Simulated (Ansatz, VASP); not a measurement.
**Cross-check of SrTi2Al8O5 (1 units of SrTiO3 (001), TiO2 faces on Al(100)) between VASP and Ansatz**

One calculation is typed for both programs; each brings its own data sets and cutoff. How far apart do they land?

Calculated with Ansatz 0.2.0; plane waves, with VASP 6.6.1 beside it; single point at PBE with D3(BJ).

**1. Set-up**

The cell holds 16 atoms: 8 Al, 2 Ti, 5 O and 1 Sr. Cell: a = 3.905 Å, b = 3.905 Å, c = 30.160 Å, α = 90.0°, β = 90.0°, γ = 90.0°. Vacuum lies along c.

Structure file:

```xyz
16
Lattice="3.9050 0.0000 0.0000 0.0000 3.9050 0.0000 0.0000 0.0000 30.1598" Properties=species:S:1:pos:R:3
Al    0.0000    1.9525    9.0068
Al    1.9525    0.0000    9.0028
Al    0.0000    0.0000   11.0938
Al    1.9525    1.9525   11.0938
Al    0.0000    1.9525   13.2368
Al    1.9525    0.0000   13.1245
Al    0.0000    0.0000   15.2412
Al    1.9525    1.9525   15.2412
Ti    1.9525    0.0000   17.2561
Ti    1.9525    0.0000   21.1060
O     0.0000    0.0000   17.1661
O     1.9525    1.9525   17.1661
O     1.9525    0.0000   19.2138
O     0.0000    0.0000   21.1671
O     1.9525    1.9525   21.1671
Sr    0.0000    1.9525   19.3942
```

**2. VASP: single point, PBE with D3(BJ)**

With cell and atoms fixed, the geometry can't cause a difference; cores, projectors, grids and the points listed under the comparison can.

Lines of VASP's logs that name or quote its potential files are left out, and so is its time.

INCAR

```
SYSTEM = SrTi2Al8O5
PREC = Normal
ENCUT = 400
EDIFF = 1E-06
NELM = 120
ISMEAR = -1
SIGMA = 0.1
LREAL = Auto
ALGO = Fast
GGA = PE
IVDW = 12
NBANDS = 72
LORBIT = 11
LWAVE = .FALSE.
LCHARG = .TRUE.
IDIPOL = 3
LDIPOL = .TRUE.
DIPOL = 0.5 0.5 0.519
LVHAR = .TRUE.
LVACPOTAV = .TRUE.
LELF = .TRUE.
NEDOS = 1500
```

POSCAR

```
SrTi2Al8O5
1.0
    3.9050000000      0.0000000000      0.0000000000
    0.0000000000      3.9050000000      0.0000000000
    0.0000000000      0.0000000000     30.1598006161
Al Ti O Sr
8 2 5 1
Direct
    0.0000000000      0.5000000000      0.2986363198
    0.5000000000      0.0000000000      0.2985039020
    0.0000000000      0.0000000000      0.3678352357
    0.5000000000      0.5000000000      0.3678352357
    0.0000000000      0.5000000000      0.4388892988
    0.5000000000      0.0000000000      0.4351664117
    0.0000000000      0.0000000000      0.5053467476
    0.5000000000      0.5000000000      0.5053467476
    0.5000000000      0.0000000000      0.5721567622
    0.5000000000      0.0000000000      0.6998067011
    0.0000000000      0.0000000000      0.5691729998
    0.5000000000      0.5000000000      0.5691729998
    0.5000000000      0.0000000000      0.6370670212
    0.0000000000      0.0000000000      0.7018317874
    0.5000000000      0.5000000000      0.7018317874
    0.0000000000      0.5000000000      0.6430467464
```

KPOINTS

```
Automatic mesh
0
Gamma
10 10 1
0 0 0
```

Potentials, in the order of the species: Al, Ti, O and Sr_sv (PBE family, release 64).

Command:

```
$ mpirun -np 4 vasp_std
```

Numbers of over 12 decimals in the logs are rounded to 6 here.

The log of the run:

```text
[banner, memory and clock lines left out]
running    4 mpi-ranks, on    1 nodes
 distrk:  each k-point on    4 cores,    1 groups
 distr:  one band on    1 cores,    4 groups

 POSCAR found type information on POSCAR AlTiO Sr
 POSCAR found :  4 types and      16 ions
 LDA part: xc-table for (Slater+PW92), standard interpolation
 POSCAR, INCAR and KPOINTS ok, starting setup
 FFT: planning ... GRIDC
 FFT: planning ... GRID_SOFT
 FFT: planning ... GRID
 WAVECAR not read
 entering main loop
       N       E                     dE             d eps       ncg     rms          rms(c)
DAV:   1     0.448031871047E+03    0.44803E+03   -0.23396E+04  3056   0.667E+02
DAV:   2    -0.341395418163E+02   -0.48217E+03   -0.44388E+03  3552   0.183E+02
DAV:   3    -0.111202080895E+03   -0.77063E+02   -0.75597E+02  4048   0.789E+01
DAV:   4    -0.113466362192E+03   -0.22643E+01   -0.22516E+01  4120   0.140E+01
DAV:   5    -0.113587294706E+03   -0.12093E+00   -0.12082E+00  4840   0.243E+00    0.431E+01
RMM:   6    -0.983547610698E+02    0.15233E+02   -0.57549E+01  3828   0.198E+01    0.204E+01
RMM:   7    -0.196403015402E+03   -0.98048E+02   -0.12679E+01  4235   0.667E+00    0.534E+01
RMM:   8    -0.100209670193E+03    0.96193E+02   -0.61633E+00  3619   0.550E+00    0.217E+01
RMM:   9    -0.994239621956E+02    0.78571E+00   -0.25699E+00  3911   0.371E+00    0.103E+01
RMM:  10    -0.975370681371E+02    0.18869E+01   -0.22460E+00  3983   0.364E+00    0.124E+01
RMM:  11    -0.970219888900E+02    0.51508E+00   -0.10608E+00  3849   0.261E+00    0.933E+00
RMM:  12    -0.952231471710E+02    0.17988E+01   -0.20918E-01  3757   0.121E+00    0.660E+00
RMM:  13    -0.945248925138E+02    0.69825E+00   -0.99701E-02  3931   0.802E-01    0.499E+00
RMM:  14    -0.943329799094E+02    0.19191E+00   -0.48864E-02  4263   0.450E-01    0.437E+00
[...]
RMM:  25    -0.937560584771E+02   -0.11463E-03   -0.21740E-04  4244   0.338E-02    0.432E-02
RMM:  26    -0.937561215636E+02   -0.63086E-04   -0.50916E-05  4537   0.176E-02    0.148E-02
RMM:  27    -0.937561511981E+02   -0.29635E-04   -0.20293E-05  4487   0.869E-03    0.686E-03
RMM:  28    -0.937561823367E+02   -0.31139E-04   -0.12239E-05  4387   0.730E-03    0.104E-02
RMM:  29    -0.937561961927E+02   -0.13856E-04   -0.63005E-06  4078   0.473E-03    0.621E-03
RMM:  30    -0.937562193359E+02   -0.23143E-04   -0.43826E-06  3733   0.352E-03    0.606E-03
RMM:  31    -0.937562280494E+02   -0.87134E-05   -0.26324E-06  3510   0.259E-03    0.537E-03
RMM:  32    -0.937562340894E+02   -0.60400E-05   -0.21667E-06  3572   0.241E-03    0.274E-03
WARNING in EDDRMM: call to ZHEGV failed, returncode =   6  3      8
RMM:  33    -0.937562348538E+02   -0.76442E-06   -0.12134E-06  3103   0.168E-03
|                                                                             |
|           W    W    AA    RRRRR   N    N  II  N    N   GGGG   !!!           |
|           W    W   A  A   R    R  NN   N  II  NN   N  G    G  !!!           |
|           W    W  A    A  R    R  N N  N  II  N N  N  G       !!!           |
|           W WW W  AAAAAA  RRRRR   N  N N  II  N  N N  G  GGG   !            |
|           WW  WW  A    A  R   R   N   NN  II  N   NN  G    G                |
|           W    W  A    A  R    R  N    N  II  N    N   GGGG   !!!           |
|                                                                             |
|     Did not find any points to average over, which means that no vacuum     |
|     field-free region was found. Please increase the size of  your cell     |
|     in the dimension of the dipole correction to obtain accurate            |
|     workfunction values.                                                    |
|                                                                             |

   1 F= -.97826096E+02 E0= -.97746224E+02  d E =-.159744E+00
```

Parts of OUTCAR (step 2):

```text
ion  position               nearest neighbor table
   1  0.000  0.500  0.299-   2 2.76   2 2.76   2 2.76   2 2.76   3 2.86   4 2.86   4 2.86   3 2.86

  LATTYP: Found a simple tetragonal cell.
 ALAT       =     3.9050000000
 C/A-ratio  =     7.7233804395

 Subroutine GETGRP returns: Found  8 space group operations
 (whereof  4 operations were pure point group operations)

The static configuration has the point symmetry C_2v.
 The point group associated with its full space group is C_4v.

 Found     21 irreducible k-points:

   k-points           NKPTS =     21   k-points in BZ     NKDIM =     21   number of bands    NBANDS=     72

   dimension x,y,z NGX =    20 NGY =   20 NGZ =  150
   dimension x,y,z NGXF=    40 NGYF=   40 NGZF=  300

   ENCUT  =  400.0 eV  29.40 Ry    5.42 a.u.   6.37  6.37 49.18*2*pi/ulx,y,z

   NELECT =      72.0000    total number of electrons

 k-points in reciprocal lattice and weights: Automatic mesh
   0.00000000  0.00000000  0.00000000       0.010
   0.10000000  0.00000000  0.00000000       0.040
   0.20000000  0.00000000  0.00000000       0.040
   0.30000000  0.00000000  0.00000000       0.040
   0.40000000  0.00000000  0.00000000       0.040
   0.50000000  0.00000000  0.00000000       0.020
   0.10000000  0.10000000  0.00000000       0.040
   0.20000000  0.10000000  0.00000000       0.080
   0.30000000  0.10000000  0.00000000       0.080
[...]
0.50000000  0.40000000  0.00000000       0.040
   0.50000000  0.50000000  0.00000000       0.010

 dipolmoment           0.000000      0.000000     -0.034005 electrons x Angstroem

 average (electrostatic) potential at core
       1 -79.4485       2 -79.5171       3 -79.5036       4 -79.5036       5 -79.5801
       6 -79.4854       7 -79.5219       8 -79.5219       9 -29.9559      10 -30.1481
      11 -75.4968      12 -75.4968      13 -75.3266      14 -74.2916      15 -74.2916
      16 -39.7490

 E-fermi :   1.0143

 k-point     1 :       0.0000    0.0000    0.0000
  band No.  band energies     occupation
    ...
     34       0.3206      1.99806
     35       0.3759      1.99663
     36       0.8732      1.60789
     37       0.8732      1.60789
     38       1.0538      0.80523
     39       1.2791      0.13228
     40       1.2900      0.11939
     41       1.7686      0.00106
     42       1.8341      0.00055
     43       1.8341      0.00055
    ...

 k-point     2 :       0.1000    0.0000    0.0000
  band No.  band energies     occupation
    ...
     32      -0.2065      1.99999
     33      -0.0575      1.99996
     34       0.4024      1.99561
     35       0.6062      1.96677
     36       0.9013      1.51172
     37       1.2499      0.17318
     38       1.2575      0.16152
     39       1.5186      0.01283
     40       1.6041      0.00548
     41       1.7930      0.00083
    ...

 k-point     3 :       0.2000    0.0000    0.0000
  band No.  band energies     occupation
    ...
     32      -0.5473      2.00000
     33       0.0392      1.99988
     34       0.1639      1.99959
     35       0.6783      1.93288
     36       0.9934      1.10418
     37       1.4089      0.03793
     38       1.6983      0.00214
     39       1.9143      0.00025
     40       1.9544      0.00017
     41       2.0323      0.00008
    ...

 Edisp (eV)   -4.06986

  Total      -0.59529    -0.59529    -3.09754     0.00000     0.00000     0.00000
  in kB      -2.07382    -2.07382   -10.79087     0.00000     0.00000     0.00000
  external pressure =       -4.98 kB  Pullay stress =        0.00 kB

  energy-cutoff  :      400.00
  volume of cell :      459.91
      direct lattice vectors                 reciprocal lattice vectors
     3.905000000  0.000000000  0.000000000     0.256081946  0.000000000  0.000000000
     0.000000000  3.905000000  0.000000000     0.000000000  0.256081946  0.000000000
     0.000000000  0.000000000 30.159800616     0.000000000  0.000000000  0.033156718

 POSITION                                       TOTAL-FORCE (eV/Angst)
 -----------------------------------------------------------------------------------
      0.00000      1.95250      9.00681         0.000000      0.000000      0.008087
      1.95250      0.00000      9.00282         0.000000      0.000000      0.004563
      0.00000      0.00000     11.09384         0.000000      0.000000     -0.000214
      1.95250      1.95250     11.09384         0.000000      0.000000     -0.000214
      0.00000      1.95250     13.23681         0.000000      0.000000     -0.005328
      1.95250      0.00000     13.12453         0.000000      0.000000     -0.006271
      0.00000      0.00000     15.24116         0.000000      0.000000     -0.006246
      1.95250      1.95250     15.24116         0.000000      0.000000     -0.006246
      1.95250      0.00000     17.25613         0.000000      0.000000      0.008315
      1.95250      0.00000     21.10603         0.000000      0.000000     -0.020068
      0.00000      0.00000     17.16614         0.000000      0.000000     -0.001561
      1.95250      1.95250     17.16614         0.000000      0.000000     -0.001561
      1.95250      0.00000     19.21381         0.000000      0.000000     -0.010317
      0.00000      0.00000     21.16711         0.000000      0.000000      0.012596
      1.95250      1.95250     21.16711         0.000000      0.000000      0.012596
      0.00000      1.95250     19.39416         0.000000      0.000000      0.011870
 -----------------------------------------------------------------------------------
    total drift:                                0.000000      0.000000     -0.004684

  FREE ENERGIE OF THE ION-ELECTRON SYSTEM (eV)
  ---------------------------------------------------
  free  energy   TOTEN  =       -97.8260963893 eV

  energy  without entropy=      -97.6663522439  energy(sigma->0) =      -97.74622432

 vacuum level on the upper side and lower side of the slab         4.942         5.341

 total charge
# of ion       s       p       d       tot
------------------------------------------
    1        0.465   0.315   0.000   0.780
    2        0.467   0.310   0.000   0.778
    3        0.427   0.356   0.000   0.783
    4        0.427   0.356   0.000   0.783
    5        0.426   0.347   0.000   0.773
    6        0.445   0.341   0.000   0.786
    7        0.411   0.377   0.000   0.788
    8        0.411   0.377   0.000   0.788
    9        0.546   0.998   2.775   4.318
   10        0.537   0.974   2.665   4.176
   11        1.596   3.510   0.000   5.106
   12        1.596   3.510   0.000   5.106
   13        1.592   3.486   0.000   5.078
   14        1.594   3.458   0.000   5.052
   15        1.594   3.458   0.000   5.052
   16        1.999   5.786   0.214   7.999
--------------------------------------------------
tot         14.537  27.956   5.653  48.146

[... 3 further parts left out ...]
```

This run has no spin polarisation, so a moment on Ti, if there is one, isn't seen. The data set Ti keeps the semicore shell frozen, which is cheaper and a little less accurate.

(Continued in part 2 of 2.)

[Lines on the potential files, build, host, timing and source positions are cut from VASP's logs without a mark.]

[Logs are printed without paths, hosts, clocks, repeated set-up lines and the standing remarks that a program may print on its own settings, such as how far it seeks lower states.]

[Hosts, paths, dates, database ids (printed as entryN), source tags and the programs' standing remarks are cut or masked in the printed files.]
